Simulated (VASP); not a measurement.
An input for Ansatz (written as the equivalent of a VASP run, and not itself run):

Ansatz 0.2 input:
```yaml
crystal:
  lattice:
    - [0.0000000, 2.3900000, 2.3900000]
    - [2.3900000, 0.0000000, 2.3900000]
    - [2.3900000, 2.3900000, 0.0000000]
  atoms:
    - { symbol: B, position: [0.0000000, 0.0000000, 0.0000000] }
    - { symbol: As, position: [0.2500000, 0.2500000, 0.2500000] }
kpoints:
  mp_grid: { grid: [9, 9, 9] }
hamiltonian:
  xc: pbe
  dispersion: d3bj
  pseudopotentials: { kind: paw }
scf:
  occupations: { method: gaussian, width: 0.05 }
  max_iter: 100
relax:
  max_steps: 60
  f_tol: 0.01
  cell: {}
output: { forces: true, stress: true, eigenvalues: true }
```

Task: Write the VASP files for the same calculation (PBE-D3(BJ)).

Result: Several could match; the one computed here: 
### INCAR
```
ALGO=Normal
EDIFF=1E-6
EDIFFG=-0.01
ENCUT=520
GGA=PE
IBRION=2
ISIF=3
ISMEAR=0
IVDW=12
LASPH=.True.
LCHARG=.False.
LMAXMIX=4
LREAL=.False.
LWAVE=.False.
NELM=100
NSW=60
PREC=Accurate
SIGMA=0.05
SYSTEM=BAs
```

File KPOINTS:
```
Automatic mesh
0
Gamma
9 9 9
0 0 0
```

POSCAR:
```
BAs
1.0
  0.0000000000   2.3900000000   2.3900000000
  2.3900000000   0.0000000000   2.3900000000
  2.3900000000   2.3900000000   0.0000000000
B As
1 1
Cart
  0.0000000000   0.0000000000   0.0000000000
  1.1950000000   1.1950000000   1.1950000000
```

POTCAR, in this order: B As (PBE.64 set). Program: vasp_std.

Limits of the translation: each code has its own PAW files, so the cut-off isn't converted (ENCUT is set for VASP's; basis.ecutwfc is left out, and Ansatz then takes the one that its files recommend); Ansatz stops its SCF on the density residual and VASP on the energy change (EDIFF).

The compound is BAs in the zinc blende structure. This run relaxes it. Symmetry was kept, so distortions that lower it aren't found.
